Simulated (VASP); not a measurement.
Given:

```xyz
4
Lattice="2.1513 -3.7262 0.0000 2.1513 3.7262 0.0000 0.0000 0.0000 7.0043" Properties=species:S:1:pos:R:3 pbc="T T T"
Cd     2.1513    -1.2421     3.5031
Cd     2.1513     1.2421     0.0009
S      2.1513    -1.2421     6.1419
S      2.1513     1.2421     2.6397
```

Calculation: vdW-DF2, VASP's PBE PAW potentials (set 64) (plane waves; VASP). Settings: 520 eV cut-off, 7×7×4 Γ-centred mesh, tetrahedra with Blöchl corrections, potentials Cd S.

The cores are frozen, which limits the accuracy of field gradients.

### Question
Give the principal components of the electric field gradient (V/Å²) and the asymmetry η at each nucleus.

### Answer

```
atom   Vxx   Vyy   Vzz     η
----  ----  ----  ----  ----
Cd1   -1.8  -1.8   3.7  0.00
Cd2   -1.8  -1.8   3.7  0.00
S3     0.4   0.4  -0.8  0.00
S4     0.4   0.4  -0.8  0.00
```

The compound is CdS in the wurtzite structure. It was relaxed first, which changed the volume by +13 %.
